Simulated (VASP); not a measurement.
A convergence study with VASP on SrO (space group Fm-3m): one setting is varied, all else stays as given below, so the limit is that of these other settings.

```yaml
crystal:
  lattice:
    - [0.00000, 2.56710, 2.56710]
    - [2.56710, 0.00000, 2.56710]
    - [2.56710, 2.56710, 0.00000]
  atoms:
    - { symbol: Sr, position: [0.00000, 0.00000, 0.00000] }
    - { symbol: O, position: [0.50000, 0.50000, 0.50000] }
```

These are PBEsol GGA, VASP's PBE PAW potentials (set 64) (plane waves; VASP) values and carry that method's errors. The tightest run used: 600 eV cut-off, 8×8×8 Γ-centred mesh, Gaussian smearing of 0.010 eV, potentials Sr_sv O.

```tsv
setting	mean ε∞	plane waves
ENCUT = 200	3.76	229
ENCUT = 240	3.76	302
ENCUT = 280	3.85	370
```

These are the cheaper rows. Estimate the results at ENCUT = 600, and how far the last row shown lies from them.

```tsv
quantity	tightest run	last row shown is off by
mean ε∞	3.89	-0.04
```

Left out are rungs that failed or repeat a setting and relaxations that didn't move; long series are thinned to 24 rows.

The structure is a typed SrO crystal (space group no. 225). The cell was not relaxed at this level.
